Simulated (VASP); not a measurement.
Input:

```xyz
6
Lattice="4.2352 0.0000 0.0000 -2.1176 3.6678 0.0000 0.0000 0.0000 5.1893" Properties=species:S:1:pos:R:3 pbc="T T T"
Si     0.0000     2.4452     1.2973
Si     2.1176     1.2226     3.8920
Nb     0.0000     0.0000     0.0000
Nb     0.0000     0.0000     2.5947
Nb     0.0000     2.4452     3.8920
Nb     2.1176     1.2226     1.2973
```

All values below come from PBE GGA, VASP's PBE PAW potentials (set 64) (plane waves; VASP 6.6.1). Settings: 300 eV cut-off, 6×6×5 Γ-centred mesh, Gaussian smearing of 0.27 eV, potentials Si Nb_sv.

Task: Give the energies of bands 22 to 35 at the high-symmetry points, in eV from the Fermi level.

Result: 
```csv
band,Γ,M,K,A,L,H
22,-4.08,-3.92,-4.07,-5.33,-3.84,-4.39
23,-4.08,-3.17,-3.42,-4.52,-3.66,-4.15
24,-4.00,-2.80,-3.42,-4.52,-3.66,-4.15
25,-3.47,-2.80,-2.72,-2.54,-2.17,-1.75
26,-3.47,-2.77,-1.40,-2.54,-2.17,-1.75
27,-2.16,-2.39,-1.40,-2.54,-2.05,-1.51
28,-2.16,-1.90,-1.07,-2.54,-2.05,-1.51
29,1.06,-0.91,-0.45,0.83,-0.38,-1.13
30,1.06,-0.63,-0.34,0.83,-0.38,-1.13
31,1.09,0.04,-0.34,2.54,0.01,-0.06
32,1.37,0.31,-0.25,2.54,0.01,-0.06
33,2.70,0.62,0.50,2.54,1.11,1.45
34,2.85,1.19,0.50,2.54,1.11,1.45
35,2.86,2.24,1.57,3.06,1.51,1.71
```

It has no gap at this level: it comes out as a metal or semimetal.

The structure was generated: Nb2Si was put into an ordered model structure, which need not be its known phase. The cell was not relaxed at this level.
